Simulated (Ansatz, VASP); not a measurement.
**P: VASP beside Ansatz**

One calculation is typed for both programs; each brings its own data sets. How far apart do they land? The cell is taken from a series of runs on this material, whose earlier steps may have relaxed, scaled, displaced or heated it; both programs get it as it stands.

Calculated with Ansatz 0.2.0; plane waves, with VASP 6.6.1 beside it; zone-centre phonons at PBEsol with D3(BJ).

### 1. Set-up

Symmetry: Cmce, No. 64, orthorhombic system. Conventional cell: a = 3.360 Å, b = 9.677 Å, c = 3.665 Å, α = 90.00°, β = 90.00°, γ = 90.00°. P has 3 P at 2.23 Å nearest.

Structure file:

```
P
1.0
     1.67985   -4.83830    0.00000
     1.67985    4.83830    0.00000
     0.00000    0.00000    3.66528
P
4
Direct
  0.88615 0.11385 0.04937
  0.61385 0.38615 0.54937
  0.11385 0.88615 0.95063
  0.38615 0.61385 0.45063
```

### 2. VASP: zone-centre phonons, PBEsol with D3(BJ)

Second derivatives magnify differences that forces hide, and they need a tight electronic threshold.

Lines of VASP's logs that name or quote its potential files are left out, and so is its time.

INCAR

```
SYSTEM = P
PREC = Accurate
ENCUT = 500
EDIFF = 1E-08
NELM = 120
ISMEAR = 1
SIGMA = 0.2
LREAL = .FALSE.
ALGO = Normal
GGA = PS
IVDW = 12
NBANDS = 16
LORBIT = 11
LWAVE = .FALSE.
LCHARG = .FALSE.
ISIF = 2
IBRION = 6
NFREE = 2
POTIM = 0.015
NSW = 1
LASPH = .TRUE.
GGA_COMPAT = .FALSE.
KPAR = 2
```

POSCAR

```
P
1.0
    1.6798490764     -4.8382974033      0.0000000000
    1.6798490764      4.8382974033      0.0000000000
    0.0000000000      0.0000000000      3.6652773302
P
4
Direct
    0.8861493281      0.1138506719      0.0493677645
    0.6138506719      0.3861493281      0.5493677645
    0.1138506719      0.8861493281      0.9506322355
    0.3861493281      0.6138506719      0.4506322355
```

KPOINTS

```
Automatic mesh
0
Gamma
12 12 12
0 0 0
```

Potentials, in the order of the species: P (PBE family, release 64).

On the command line:

```
$ mpirun -np 2 vasp_std
```

Numbers of over 12 decimals in the logs are rounded to 6 here.

The program printed:

```text
[banner, memory and clock lines left out]
running    2 mpi-ranks, on    1 nodes
 distrk:  each k-point on    1 cores,    2 groups
 distr:  one band on    1 cores,    1 groups

 POSCAR found type information on POSCAR P
 POSCAR found :  1 types and       4 ions
|                                                                             |
|               ----> ADVICE to this user running VASP <----                  |
|                                                                             |
|     You enforced a specific xc type in the INCAR file but a different       |
|     [... a line on the potential file left out ...]
|     I HOPE YOU KNOW WHAT YOU ARE DOING!                                     |
|                                                                             |

 LDA part: xc-table for (Slater+PW92), standard interpolation
 POSCAR, INCAR and KPOINTS ok, starting setup
 FFT: planning ... GRIDC
 FFT: planning ... GRID_SOFT
 FFT: planning ... GRID
 WAVECAR not read
 entering main loop
       N       E                     dE             d eps       ncg     rms          rms(c)
DAV:   1     0.509461862175E+02    0.50946E+02   -0.85730E+03  9632   0.106E+03
DAV:   2    -0.201804849448E+02   -0.71127E+02   -0.68821E+02 13192   0.161E+02
DAV:   3    -0.229438796857E+02   -0.27634E+01   -0.27443E+01 13200   0.327E+01
DAV:   4    -0.229655780731E+02   -0.21698E-01   -0.21686E-01 11928   0.354E+00
DAV:   5    -0.229658493249E+02   -0.27125E-03   -0.27123E-03 13312   0.354E-01    0.108E+01
DAV:   6    -0.228624684318E+02    0.10338E+00   -0.59977E-02 11600   0.151E+00    0.633E+00
DAV:   7    -0.228193717641E+02    0.43097E-01   -0.83913E-02 12840   0.177E+00    0.303E-01
DAV:   8    -0.228188204090E+02    0.55136E-03   -0.10380E-02 11368   0.672E-01    0.213E-01
DAV:   9    -0.228187789548E+02    0.41454E-04   -0.51964E-04 13512   0.140E-01    0.109E-01
DAV:  10    -0.228187579626E+02    0.20992E-04   -0.66747E-05 12360   0.473E-02    0.485E-02
DAV:  11    -0.228187587862E+02   -0.82355E-06   -0.10972E-05 13040   0.217E-02    0.750E-03
DAV:  12    -0.228187588960E+02   -0.10989E-06   -0.63345E-07 11848   0.503E-03    0.394E-03
DAV:  13    -0.228187588293E+02    0.66784E-07   -0.86604E-08 12496   0.201E-03    0.142E-03
DAV:  14    -0.228187588370E+02   -0.77832E-08   -0.56858E-09  6736   0.498E-04
   1 F= -.24338615E+02 E0= -.24338523E+02  d E =-.277734E-03
[...]
2 F= -.24337629E+02 E0= -.24337537E+02  d E =-.275270E-03
[...]
3 F= -.24337629E+02 E0= -.24337537E+02  d E =-.275282E-03
[...]
4 F= -.24337245E+02 E0= -.24337157E+02  d E =-.263904E-03
[...]
5 F= -.24338084E+02 E0= -.24338007E+02  d E =-.231887E-03
[...]
6 F= -.24337905E+02 E0= -.24337816E+02  d E =-.266576E-03
 Finite differences progress:
  Degree of freedom:   3/  3
  Displacement:        1/  2
  Total:               5/  6
 bond charge predicted
       N       E                     dE             d eps       ncg     rms          rms(c)
DAV:   1    -0.228157378659E+02    0.22866E-02   -0.35076E-01 15504   0.331E+00    0.339E-01
DAV:   2    -0.228172039598E+02   -0.14661E-02   -0.17079E-02 22080   0.842E-01    0.847E-02
DAV:   3    -0.228171502591E+02    0.53701E-04   -0.21511E-04 17776   0.101E-01    0.501E-02
DAV:   4    -0.228171368479E+02    0.13411E-04   -0.49236E-05 21160   0.420E-02    0.227E-02
DAV:   5    -0.228171366522E+02    0.19572E-06   -0.52251E-06 18960   0.143E-02    0.109E-02
DAV:   6    -0.228171365449E+02    0.10728E-06   -0.46000E-07 21216   0.403E-03    0.296E-03
DAV:   7    -0.228171365881E+02   -0.43218E-07   -0.10829E-07 19704   0.187E-03    0.604E-04
DAV:   8    -0.228171365969E+02   -0.87346E-08   -0.83243E-09 11120   0.578E-04
   7 F= -.24336971E+02 E0= -.24336869E+02  d E =-.306720E-03
 Finite differences progress:
  Degree of freedom:   3/  3
  Displacement:        2/  2
  Total:               6/  6
```

OUTCAR, selected parts (step 2):

```text
ion  position               nearest neighbor table
   1  0.886  0.114  0.049-   4 2.23   4 2.23   3 2.23   4 2.76   4 2.76
   2  0.614  0.386  0.549-   3 2.23   3 2.23   4 2.23   3 2.76   3 2.76
   3  0.114  0.886  0.951-   2 2.23   2 2.23   1 2.23   2 2.76   2 2.76
   4  0.386  0.614  0.451-   1 2.23   1 2.23   2 2.23   1 2.76   1 2.76

  LATTYP: Found a base centered orthorhombic cell.
 ALAT       =     3.3596981528
 B/A-ratio  =     2.8801976745
 C/A-ratio  =     1.0909543547

 Subroutine GETGRP returns: Found  8 space group operations
 (whereof  4 operations were pure point group operations)

The static configuration has the point symmetry C_2h.
 The point group associated with its full space group is D_2h.

 Found    301 irreducible k-points:

   k-points           NKPTS =    301   k-points in BZ     NKDIM =    301   number of bands    NBANDS=     16

   dimension x,y,z NGX =    40 NGY =   40 NGZ =   28
   dimension x,y,z NGXF=    80 NGYF=   80 NGZF=   56

   ENCUT  =  500.0 eV  36.75 Ry    6.06 a.u.   9.34  9.34  6.68*2*pi/ulx,y,z

   NELECT =      20.0000    total number of electrons

 k-points in reciprocal lattice and weights: Automatic mesh
   0.00000000  0.00000000  0.00000000       0.001
   0.08333333  0.00000000  0.00000000       0.002
   0.16666667  0.00000000  0.00000000       0.002
   0.25000000  0.00000000  0.00000000       0.002
   0.33333333  0.00000000  0.00000000       0.002
   0.41666667  0.00000000  0.00000000       0.002
   0.50000000  0.00000000  0.00000000       0.001
   0.08333333  0.08333333  0.00000000       0.001
   0.16666667  0.08333333  0.00000000       0.002
[...]
15      14.4117      0.00000
    ...

 k-point     3 :       0.1667    0.0000    0.0000
  band No.  band energies     occupation
    ...
      6       4.1302      2.00000
      7       4.5839      2.00000
      8       6.9602      2.00000
      9       7.7492      2.00000
     10       8.8653      2.00766
     11      11.9730     -0.00000
     12      12.1758     -0.00000
     13      12.4967     -0.00000
     14      12.5556     -0.00000
     15      13.4117      0.00000
    ...

 k-point     4 :       0.2500    0.0000    0.0000
  band No.  band energies     occupation
    ...
      6       4.5813      2.00000
      7       4.7429      2.00000
      8       7.1370      2.00000
      9       7.8484      2.00000
     10       8.7572      2.00071
     11      11.3118     -0.00000
     12      11.7414     -0.00000
     13      12.1718     -0.00000
     14      12.5705     -0.00000
     15      13.2629     -0.00000
    ...

 k-point     5 :       0.3333    0.0000    0.0000
  band No.  band energies     occupation
    ...
      6       5.0814      2.00000
      7       5.1946      2.00000
      8       7.3354      2.00000
      9       7.7022      2.00000
     10       8.0161      2.00000
     11      10.2607     -0.00000
     12      11.0997     -0.00000
     13      11.5289     -0.00000
     14      11.8347     -0.00000
     15      13.1636     -0.00000
    ...

 Edisp (eV)   -1.51983

  Total       1.07025     1.15111     1.02434     0.00000     0.06278     0.00000
  in kB      28.78028    30.95471    27.54585     0.00000     1.68815     0.00000
  external pressure =       29.09 kB  Pullay stress =        0.00 kB

  energy-cutoff  :      500.00
  volume of cell :       59.58
      direct lattice vectors                 reciprocal lattice vectors
     1.679849076 -4.838297403  0.000000000     0.297645787 -0.103342138  0.000000000
     1.679849076  4.838297403  0.000000000     0.297645787  0.103342138  0.000000000
     0.000000000  0.000000000  3.665277330     0.000000000  0.000000000  0.272830651

 POSITION                                       TOTAL-FORCE (eV/Angst)
 -----------------------------------------------------------------------------------
      1.67985     -3.73661      0.16595         0.000000     -0.026034      0.185534
      1.67985     -1.10169      2.01359         0.000000      0.023499     -0.001430
      1.67985      3.73661      3.48433         0.000000      0.026367     -0.029694
      1.67985      1.10169      1.65169         0.000000     -0.023832     -0.154410
 -----------------------------------------------------------------------------------
    total drift:                               -0.000000      0.000005     -0.000024

  FREE ENERGIE OF THE ION-ELECTRON SYSTEM (eV)
  ---------------------------------------------------
  free  energy   TOTEN  =       -24.3369708760 eV

  energy  without entropy=      -24.3366641557  energy(sigma->0) =      -24.33686864

 Eigenvectors and eigenvalues of the dynamical matrix
 ----------------------------------------------------

   1 f  =   12.912392 THz    81.130951 2PiTHz  430.711033 cm-1    53.401338 meV
             X         Y         Z           dx          dy          dz
      1.679849 -3.736611  0.180947    -0.000000    0.000012   -0.500000
      1.679849 -1.101687  2.013585     0.000000    0.000012    0.500000
      1.679849  3.736611  3.484331    -0.000000    0.000012   -0.500000
      1.679849  1.101687  1.651692     0.000000    0.000012    0.500000

   2 f  =   12.514492 THz    78.630874 2PiTHz  417.438529 cm-1    51.755758 meV
             X         Y         Z           dx          dy          dz
      1.679849 -3.736611  0.180947    -0.000000    0.474116    0.158790
      1.679849 -1.101687  2.013585     0.000000   -0.474116    0.158790
      1.679849  3.736611  3.484331    -0.000000   -0.474116   -0.158790
      1.679849  1.101687  1.651692     0.000000    0.474116   -0.158790

   3 f  =   11.377596 THz    71.487547 2PiTHz  379.515766 cm-1    47.053937 meV
             X         Y         Z           dx          dy          dz
      1.679849 -3.736611  0.180947     0.500000    0.000000   -0.000000
      1.679849 -1.101687  2.013585    -0.500000   -0.000000   -0.000000
      1.679849  3.736611  3.484331     0.500000   -0.000000    0.000000
      1.679849  1.101687  1.651692    -0.500000    0.000000    0.000000

   4 f  =   11.287479 THz    70.921325 2PiTHz  376.509788 cm-1    46.681243 meV
             X         Y         Z           dx          dy          dz
      1.679849 -3.736611  0.180947    -0.000000    0.158790   -0.474116
      1.679849 -1.101687  2.013585     0.000000   -0.158790   -0.474116
      1.679849  3.736611  3.484331    -0.000000   -0.158790    0.474116
      1.679849  1.101687  1.651692     0.000000    0.158790    0.474116

   5 f  =   11.107217 THz    69.788703 2PiTHz  370.496880 cm-1    45.935738 meV
             X         Y         Z           dx          dy          dz
      1.679849 -3.736611  0.180947     0.500000    0.000000    0.000000
      1.679849 -1.101687  2.013585     0.500000    0.000000    0.000000
      1.679849  3.736611  3.484331    -0.500000   -0.000000   -0.000000
      1.679849  1.101687  1.651692    -0.500000   -0.000000   -0.000000

   6 f  =   10.528009 THz    66.149433 2PiTHz  351.176586 cm-1    43.540328 meV
             X         Y         Z           dx          dy          dz
      1.679849 -3.736611  0.180947    -0.000000    0.499692   -0.017540
      1.679849 -1.101687  2.013585    -0.000000    0.499692    0.017540
      1.679849  3.736611  3.484331     0.000000   -0.499692    0.017540
      1.679849  1.101687  1.651692     0.000000   -0.499692   -0.017540

   7 f  =    5.747562 THz    36.112995 2PiTHz  191.718020 cm-1    23.769994 meV
             X         Y         Z           dx          dy          dz
      1.679849 -3.736611  0.180947    -0.000000    0.017540    0.499692
      1.679849 -1.101687  2.013585     0.000000    0.017540   -0.499692
      1.679849  3.736611  3.484331     0.000000   -0.017540   -0.499692
      1.679849  1.101687  1.651692    -0.000000   -0.017540    0.499692

   8 f  =    4.923060 THz    30.932501 2PiTHz  164.215619 cm-1    20.360133 meV
             X         Y         Z           dx          dy          dz
      1.679849 -3.736611  0.180947    -0.500000    0.000000   -0.000000
      1.679849 -1.101687  2.013585     0.500000    0.000000   -0.000000
      1.679849  3.736611  3.484331     0.500000   -0.000000   -0.000000
      1.679849  1.101687  1.651692    -0.500000    0.000000   -0.000000

   9 f  =    1.641125 THz    10.311493 2PiTHz   54.742038 cm-1     6.787145 meV
             X         Y         Z           dx          dy          dz
      1.679849 -3.736611  0.180947     0.000000    0.500000    0.000395
      1.679849 -1.101687  2.013585     0.000000   -0.500000    0.000395
      1.679849  3.736611  3.484331     0.000000    0.500000    0.000395
      1.679849  1.101687  1.651692     0.000000   -0.500000    0.000395

  10 f/i=    0.000000 THz     0.000001 2PiTHz    0.000006 cm-1     0.000001 meV
             X         Y         Z           dx          dy          dz
      1.679849 -3.736611  0.180947     0.500000    0.000000    0.000000
      1.679849 -1.101687  2.013585     0.500000    0.000000    0.000000
      1.679849  3.736611  3.484331     0.500000    0.000000    0.000000
      1.679849  1.101687  1.651692     0.500000    0.000000    0.000000

  11 f/i=    0.000304 THz     0.001912 2PiTHz    0.010148 cm-1     0.001258 meV
             X         Y         Z           dx          dy          dz
      1.679849 -3.736611  0.180947    -0.000000    0.500000    0.000012
      1.679849 -1.101687  2.013585    -0.000000    0.500000   -0.000012
      1.679849  3.736611  3.484331    -0.000000    0.500000    0.000012
      1.679849  1.101687  1.651692    -0.000000    0.500000   -0.000012

  12 f/i=    0.001295 THz     0.008136 2PiTHz    0.043192 cm-1     0.005355 meV
             X         Y         Z           dx          dy          dz
      1.679849 -3.736611  0.180947     0.000000    0.000395   -0.500000
      1.679849 -1.101687  2.013585     0.000000   -0.000394   -0.500000
      1.679849  3.736611  3.484331     0.000000    0.000395   -0.500000
      1.679849  1.101687  1.651692     0.000000   -0.000394   -0.500000

 ELASTIC MODULI CONTR FROM IONIC RELAXATION (kBar)
 Direction    XX          YY          ZZ          XY          YZ          ZX
 --------------------------------------------------------------------------------
 XX        -403.1541    -96.7299   -593.4561      0.0000      0.0000     -0.0000
 YY         -96.7299  -1204.0439   -143.3134     -0.0000      0.0000      0.0000
 ZZ        -593.4561   -143.3134   -873.5876      0.0000      0.0000     -0.0000
 XY           0.0000     -0.0000      0.0000   -474.7737      0.0000     -0.0000
 YZ           0.0000      0.0000      0.0000      0.0000   -453.7058     -0.0000
 ZX          -0.0000      0.0000     -0.0000     -0.0000     -0.0000   -428.1708
 --------------------------------------------------------------------------------

 total charge
# of ion       s       p       d       tot
------------------------------------------
    1        1.085   1.363   0.000   2.448
    2        1.085   1.363   0.000   2.448
    3        1.085   1.363   0.000   2.448
    4        1.085   1.363   0.000   2.448
--------------------------------------------------
tot          4.339   5.452   0.000   9.790

[... 1 further part left out ...]
```

The last energy, forces, stress and levels in OUTCAR belong to the last displaced cell, not to the cell of POSCAR. The PAW data sets were made with PBE, which is usual practice but a small mismatch for other functionals.

Levels, forces or a CONTCAR printed for this step are those of its last displaced cell, not of the structure at rest.

(Part 1 of 2 ends here.)

[Lines on the potential files, build, host, timing and source positions are cut from VASP's logs without a mark.]

[Logs are printed without paths, hosts, clocks, repeated set-up lines and the standing remarks that a program may print on its own settings, such as how far it seeks lower states.]

[Hosts, paths, dates, database ids (printed as entryN), source tags and the programs' standing remarks are cut or masked in the printed files.]
